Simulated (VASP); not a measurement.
A convergence study with VASP on CsCl (space group Pm-3m): one setting is varied, all else stays as given below, so the limit is that of these other settings.

```xyz
2
Lattice="4.1406 0.0000 0.0000 0.0000 4.1406 0.0000 0.0000 0.0000 4.1406" Properties=species:S:1:pos:R:3 pbc="T T T"
Cs     0.0000     0.0000     0.0000
Cl     2.0703     2.0703     2.0703
```

The numbers are results of PBE GGA, VASP's PBE PAW potentials (set 64) (plane waves; VASP), not measurements. The tightest run used: 300 eV cut-off, 12×12×12 Γ-centred mesh, Gaussian smearing of 0.010 eV, potentials Cs_sv Cl.

Problem. The settings run are 2×2×2 mesh; 3×3×3 mesh; 4×4×4 mesh; 5×5×5 mesh; 8×8×8 mesh; 10×10×10 mesh; 12×12×12 mesh. From which on does the highest Γ mode stay within 2 cm⁻¹ of the tightest run?

Solution. From 3×3×3 mesh on: it is off by 0.8 there and by no more than 2 in any finer run, while 2×2×2 mesh is off by 20.2.
```csv
setting,highest Γ mode (cm⁻¹),irreducible k-points,difference judged (cm⁻¹)
2×2×2 mesh,68.8,4,20.2
3×3×3 mesh,88.2,4,0.8
4×4×4 mesh,88.9,10,0.1
5×5×5 mesh,89.0,10,0.0
8×8×8 mesh,89.1,35,0.0
10×10×10 mesh,89.0,56,0.0
12×12×12 mesh,89.0,84,0.0
```

Left out are rungs that failed or repeat a setting and relaxations that didn't move; long series are thinned to 24 rows.

The structure is a typed CsCl crystal (space group no. 221). The cell was not relaxed at this level.
